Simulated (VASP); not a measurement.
PbTe (rock salt), at 0.96 of the tabulated volume:

```
CELL_PARAMETERS angstrom
      0.00000     3.18635     3.18635
      3.18635     0.00000     3.18635
      3.18635     3.18635     0.00000
ATOMIC_POSITIONS crystal
  Te 0.50000 0.50000 0.50000
  Pb 0.00000 0.00000 0.00000
```

The lowest empty band near L, direction along the valley's axis, from mBJ (TB09) with spin-orbit coupling in VASP (PAW); its two spin partners are averaged. The gap over the points computed is 0.16 eV, and the next band on that side lies 1.22 eV away at the edge.

Settings: 400 eV cut-off, 8×8×8 Γ-centred mesh, Gaussian smearing of 0.050 eV, potentials Te Pb_d.

```tsv
distance from the edge in k (1/Å)	distance in energy (meV)
0.018	5.0
0.025	9.4
0.035	17.9
0.050	34.8
0.070	63.4
```

Fit E(1 + αE) = ħ²k²/2m* (ħ²/2m0 = 3.810 eV Å²) and predict the row at 0.095 1/Å.

Least squares on the energies gives the electron mass m* = 0.247 m0 and α = 3.01 per eV, and so 105.5 meV. The run gave 107.2 meV, +1.7 meV from the fit.

Left out are points under 3 meV from the edge, since the levels carry 0.1 meV, and points farther than half the way to the next band.

The compound is PbTe in the rock salt structure. The cell was not relaxed at this level.
